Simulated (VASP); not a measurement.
A VASP calculation is set up with these files.

### KPOINTS
```
Automatic mesh
0
Gamma
9 9 11
0 0 0
```

### POSCAR
```
YHg2
1
    4.7055010000     0.0000000000     0.0000000000
   -2.3527510000     4.0750840000     0.0000000000
    0.0000000000     0.0000000000     3.3659500000
Y Hg
1 2
Direct
  0.0000000000   0.0000000000   0.0000000000
  0.3333330000   0.6666670000   0.5000000000
  0.6666670000   0.3333330000   0.5000000000
```

### INCAR
```
SYSTEM = YHg2
PREC = Accurate; ENCUT = 300; LREAL = .False.
LASPH = .True.
EDIFF = 1E-6; NELM = 100; ALGO = Normal
LMAXMIX = 6
ISMEAR = -1; SIGMA = 0.136
GGA = PS
ISIF = 2
LWAVE = .False.; LCHARG = .False.
```

POTCAR, in this order: Y_sv Hg (PBE.64 set). Program: vasp_std.

**Question.** Translate this PBEsol calculation to Ansatz.

**Answer.** One equivalent input (not run):
Ansatz 0.2 input:
```yaml
crystal:
  lattice:
    - [4.7055010, 0.0000000, 0.0000000]
    - [-2.3527510, 4.0750840, 0.0000000]
    - [0.0000000, 0.0000000, 3.3659500]
  atoms:
    - { symbol: Y, position: [0.0000000, 0.0000000, 0.0000000] }
    - { symbol: Hg, position: [0.3333330, 0.6666670, 0.5000000] }
    - { symbol: Hg, position: [0.6666670, 0.3333330, 0.5000000] }
kpoints:
  mp_grid: { grid: [9, 9, 11] }
hamiltonian:
  xc: pbesol
  pseudopotentials: { kind: paw }
scf:
  occupations: { method: fermi_dirac, width: 0.136 }
  max_iter: 100
output: { forces: true, stress: true, eigenvalues: true }
```
What does not carry over: each code has its own PAW files, so the cut-off isn't converted (ENCUT is set for VASP's; basis.ecutwfc is left out, and Ansatz then takes the one that its files recommend); Ansatz stops its SCF on the density residual and VASP on the energy change (EDIFF).

The structure comes from a computed database's YHg2 entry (P6/mmm); how it stands against other phases isn't given here. The cell was not relaxed at this level, and its volume differs by -5.9 % from the start's.
